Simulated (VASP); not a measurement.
Calculation: optB86b-vdW, VASP's PBE PAW potentials (set 64) (plane waves; VASP).

VASP ran on this input.

### KPOINTS
```
Automatic mesh
0
Gamma
9 9 9
0 0 0
```

INCAR:
```
# general
SYSTEM   = Pt3Ti
PREC     = Accurate
ENCUT    = 520   # plane-wave cut-off (eV)
LREAL    = .FALSE.
LASPH    = .TRUE.   # aspherical one-centre terms

# electronic loop
EDIFF    = 1E-7   # SCF stop (eV)
NELM     = 100   # most electronic steps
ALGO     = Normal   # blocked Davidson
LMAXMIX  = 6   # l cut-off of mixed one-centre charges

# smearing
ISMEAR   = -5

# functional
GGA      = MK
LUSE_VDW = .TRUE.
AGGAC    = 0.0
PARAM1   = 0.1234
PARAM2   = 1.0

# ions
ISIF     = 2   # forces and stress, cell fixed

# output
LWAVE    = .FALSE.
LCHARG   = .TRUE.
LORBIT   = 11   # lm-projected
NEDOS    = 601   # DOS grid

# other
LEFG     = .TRUE.
```

File POSCAR:
```
Pt3Ti
1
    3.9267730392     0.0000000000     0.0000000000
    0.0000000000     3.9267730392     0.0000000000
    0.0000000000     0.0000000000     3.9267730392
Ti Pt
1 3
Direct
  0.0000000000   0.0000000000   0.0000000000
  0.0000000000   0.5000000000   0.5000000000
  0.5000000000   0.0000000000   0.5000000000
  0.5000000000   0.5000000000   0.0000000000
```

POTCAR, in this order: Ti_sv Pt (PBE.64 set). Program: vasp_std.

**Question.** What will the output report for the number of irreducible k-points (NKPTS), largest plane-wave count, number of space-group operations, FFT grid (NGX, NGY, NGZ)?

**Answer.** 
```json
{
  "number of irreducible k-points (NKPTS)": "35",
  "largest_plane_wave_count": "1647",
  "number_of_space_group_operations": "48",
  "FFT grid (NGX, NGY, NGZ)": "30 × 30 × 30"
}
```

The compound is Pt3Ti in the L1_2 structure. It was relaxed first.
